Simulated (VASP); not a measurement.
NiMoIrPdW:

```
Ni Mo Pd Ir W
1.0
     4.11705    0.00000    0.00000
    -2.05853    3.56547    0.00000
     0.00000    0.00000    5.44580
Ni Mo Pd Ir W
1 1 1 1 1
Direct
  0.00000 0.00000 0.95775
  0.66667 0.33333 0.96161
  0.66667 0.33333 0.46295
  0.33333 0.66667 0.72572
  0.33333 0.66667 0.23642
```

The cell was built by a generator and needn't be a form met in nature.

| Property | Result |
| --- | --- |
| Program | VASP 6.6.1 |
| Task | relaxation of cell and atoms |
| Functional | RPBE |
| Potentials or basis | VASP PAW PBE potentials, release 64 (Ni, Mo_sv, Pd, Ir, W_sv) |
| Cutoff | 600 eV |
| k mesh | 8 × 8 × 5 |
| Occupations | fermi-dirac, width 0.05 eV |
| Spin | collinear spin, ferromagnetic start |
| Starting moments | [1.0, 1.0, 0.0, 0.6, 0.0] μB |

At the start: pressure 4.0 GPa; volume 15.99 Å³/atom.

**Question.** How do energy, volume and symmetry change on relaxing?

**Answer.** Over 6 steps the energy falls by 3.5 meV/atom and the volume is 16.27 Å³/atom (+1.8 %); space group P3m1 (No. 156, to 0.05 Å); moment 0.00 μB per cell.

Step by step:
| step | energy change (eV) | largest force (eV/Å) | pressure (GPa) | volume (Å³) |
| --- | --- | --- | --- | --- |
| 1 | 0.0000 | 0.0640 | 3.95 | 79.94 |
| 2 | 0.0616 | 0.1909 | -7.51 | 84.59 |
| 3 | -0.0170 | 0.0674 | -0.03 | 81.38 |
| 4 | -0.0170 | 0.0672 | 0.00 | 81.35 |
| 5 | -0.0173 | 0.0274 | 0.02 | 81.36 |
| 6 | -0.0173 | 0.0191 | 0.04 | 81.37 |

Final structure:
```
Ni Mo Pd Ir W
1.0
     4.14405    0.00001    0.00000
    -2.07202    3.58886    0.00000
     0.00000    0.00000    5.47102
Ni Mo Pd Ir W
1 1 1 1 1
Direct
  0.00000 0.00000 0.95764
  0.66667 0.33333 0.96220
  0.66667 0.33333 0.46293
  0.33333 0.66667 0.72603
  0.33333 0.66667 0.23565
```

Caveat: the PAW data sets were made with another functional, which shifts forces and pressure a little.
